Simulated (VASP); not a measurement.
# GaAs: band structure with TB-mBJ

GaAs:

```
CELL_PARAMETERS angstrom
0.00000 2.87512 2.87512
2.87512 0.00000 2.87512
2.87512 2.87512 0.00000
ATOMIC_POSITIONS crystal
Ga 0.00000 0.00000 0.00000
As 0.25000 0.25000 0.25000
```

```json
{"Program": "VASP 6.6.1", "Task": "band structure", "Functional": "TB-mBJ", "Potentials or basis": "VASP PAW PBE potentials, release 64 (Ga_d, As)", "Cutoff": "520 eV", "k mesh": "6 × 6 × 6", "Occupations": "gaussian, width 0.03 eV", "Spin": "spin-orbit coupling, no magnetisation", "Further INCAR settings": "ALGO = Normal; EDIFF = 1e-06; NBANDS = 32"}
```

| Property | Result |
| --- | --- |
| Valence electrons inside the program's atomic spheres | Ga 11.38; As 2.92 |

Run time: 9.5 min on 1 thread of Intel(R) Xeon(R) Platinum 8488C (Sapphire Rapids), on a shared host, peak memory 0.35 GiB.
